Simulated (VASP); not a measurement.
Crystal: HgTe (Coloradoite).

```
CELL_PARAMETERS angstrom
0.00000 3.21450 3.21450
3.21450 0.00000 3.21450
3.21450 3.21450 0.00000
ATOMIC_POSITIONS crystal
Hg 0.00000 0.00000 0.00000
Te 0.25000 0.25000 0.25000
```

```yaml
Program: VASP 6.6.1
Task: relaxation of cell and atoms
Functional: AM05
Potentials_or_basis: VASP PAW PBE potentials, release 64 (Hg, Te)
Cutoff: 600 eV
k_mesh: 10 × 10 × 10
Occupations: gaussian, width 0.03 eV
Spin: no spin polarisation
```

At the start: pressure 2.4 GPa; volume 33.22 Å³/atom.

**Question.** How do energy, volume and symmetry change on relaxing?

**Answer.** Over 3 steps the energy falls by 12.7 meV/atom and the volume is 35.02 Å³/atom (+5.4 %); space group F-43m (No. 216, to 0.05 Å).

Step by step:
| step | energy change (eV) | largest force (eV/Å) | pressure (GPa) | volume (Å³) |
| --- | --- | --- | --- | --- |
| 1 | 0.0000 | 0.0000 | 2.37 | 66.43 |
| 2 | -0.0229 | 0.0000 | -0.65 | 71.26 |
| 3 | -0.0254 | 0.0000 | 0.00 | 70.04 |

Final structure:
```yaml
crystal:
  lattice:
    - [0.00000, 3.27170, 3.27170]
    - [3.27170, 0.00000, 3.27170]
    - [3.27170, 3.27170, 0.00000]
  atoms:
    - { symbol: Hg, position: [0.00000, 0.00000, 0.00000] }
    - { symbol: Te, position: [0.25000, 0.25000, 0.25000] }
```

Caveat: the PAW data sets were made with another functional, which shifts forces and pressure a little.
